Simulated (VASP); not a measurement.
Given:

```
CaF2
1.0
    0.00000     2.75807     2.75807
    2.75807     0.00000     2.75807
    2.75807     2.75807     0.00000
Ca F
1 2
Direct
  0.00000   0.00000   0.00000
  0.25000   0.25000   0.25000
  0.75000   0.75000   0.75000
```

Method: PBE GGA, VASP's PBE PAW potentials (set 64) (plane waves; VASP). Settings: 520 eV cut-off, Gaussian smearing of 0.050 eV, potentials Ca_sv F.

**Question.** Give the energies of bands 7 to 15 at the high-symmetry points, in eV from the valence-band maximum.

**Answer.** 
| band | Γ | X | U | L | W |
|---|---|---|---|---|---|
| 7 | -2.02 | -2.61 | -2.35 | -1.44 | -2.18 |
| 8 | -2.02 | -1.60 | -1.68 | -1.44 | -2.06 |
| 9 | -2.02 | -1.60 | -1.46 | -1.25 | -1.01 |
| 10 | -0.25 | -0.35 | -0.61 | -1.20 | -1.01 |
| 11 | -0.25 | -0.35 | -0.43 | -0.81 | -0.27 |
| 12 | -0.25 | 0.00 | -0.09 | -0.81 | -0.09 |
| 13 | 7.10 | 8.03 | 8.28 | 9.25 | 8.34 |
| 14 | 9.05 | 9.35 | 9.53 | 9.25 | 9.60 |
| 15 | 9.05 | 9.92 | 9.66 | 9.55 | 9.75 |

The gap is indirect, 7.10 eV, from the valence maximum at X to the conduction minimum at Γ.

Measured: gap 11.80 eV (computed value off by -4.70 eV), as given by E. Cadelano et al., The European Physical Journal B (2011), arXiv:1107.5962.

The compound is CaF2 in the fluorite structure. It was relaxed first.
